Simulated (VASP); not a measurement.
All values below come from PBE GGA, VASP's PBE PAW potentials (set 64) (plane waves; VASP).

Input for VASP

### INCAR
```
NELM  =  100
ENCUT  =  400   ! plane-wave cut-off (eV)
LCHARG  =  .False.
ISMEAR  =  0
LASPH  =  .True.   ! aspherical one-centre terms
LMAXMIX  =  4   ! l cut-off of mixed one-centre charges
EDIFF  =  1E-6   ! SCF stop (eV)
GGA  =  PE   ! PBE
ALGO  =  Normal   ! blocked Davidson
ISIF  =  2   ! forces and stress, cell fixed
LWAVE  =  .False.
SIGMA  =  0.1
SYSTEM  =  YB
LREAL  =  .False.   ! projection in real space or not
PREC  =  Accurate
```

POSCAR:
```
YB
1.0
  5.0495590000   0.0000000000   0.0000000000
 -2.5247790000   4.3730460000   0.0000000000
  0.0000000000   0.0000000000  21.1638000000
Y B
2 2
Direct
  0.0045930000   0.0014590000   0.6226930000
  0.0171220000   0.0050770000   0.4569150000
  0.3269360000   0.6562400000   0.3818440000
  0.6513500000   0.3372250000   0.5385480000
```

KPOINTS:
```
K-points
0
Gamma
7 7 1
0 0 0
```

POTCAR, in this order: Y_sv B (PBE.64 set). Program: vasp_std.

What will the output report for the number of irreducible k-points (NKPTS), largest plane-wave count, number of space-group operations, FFT grid (NGX, NGY, NGZ)?

```json
{
 "number of irreducible k-points (NKPTS)": "25",
 "largest_plane_wave_count": "8535",
 "number_of_space_group_operations": "1",
 "FFT grid (NGX, NGY, NGZ)": "36 × 36 × 140"
}
```

The cell is a sheet with vacuum, built from a generated structure.
